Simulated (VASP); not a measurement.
Computed with PBE GGA, VASP's PBE PAW potentials (set 64) (plane waves; VASP 6.6.1).

VASP input:

### KPOINTS
```
Automatic mesh
0
Gamma
9 9 9
0 0 0
```

File POSCAR:
```
Ni3Si
1
    3.4163967318     0.0000000000     0.0000000000
    0.0000000000     3.4163967318     0.0000000000
    0.0000000000     0.0000000000     3.4163967318
Si Ni
1 3
Direct
  0.0000000000   0.0000000000   0.0000000000
  0.0000000000   0.5000000000   0.5000000000
  0.5000000000   0.0000000000   0.5000000000
  0.5000000000   0.5000000000   0.0000000000
```

**INCAR**
```
SYSTEM = Ni3Si
PREC = Accurate; ENCUT = 500; LREAL = .False.
LASPH = .True.
EDIFF = 1E-6; NELM = 100; ALGO = Normal
LMAXMIX = 4
ISMEAR = 1; SIGMA = 0.1
GGA = PE
IBRION = 2; NSW = 40; ISIF = 3
EDIFFG = -0.02; PSTRESS = 300
LWAVE = .False.; LCHARG = .False.
```

POTCAR, in this order: Si Ni (PBE.64 set). Program: vasp_std.

Q: What will the output report for the number of irreducible k-points (NKPTS), largest plane-wave count, number of space-group operations, FFT grid (NGX, NGY, NGZ)?

A: 
| Property | Value |
|---|---|
| number of irreducible k-points (NKPTS) | 35 |
| largest plane-wave count | 1028 |
| number of space-group operations | 48 |
| FFT grid (NGX, NGY, NGZ) | 28 × 28 × 28 |

The compound is Ni3Si in the L1_2 structure. This run relaxes it under an external pressure of 30 GPa. Symmetry was kept, so distortions that lower it aren't found. The run is not spin-polarised, so no magnetic state was tried.
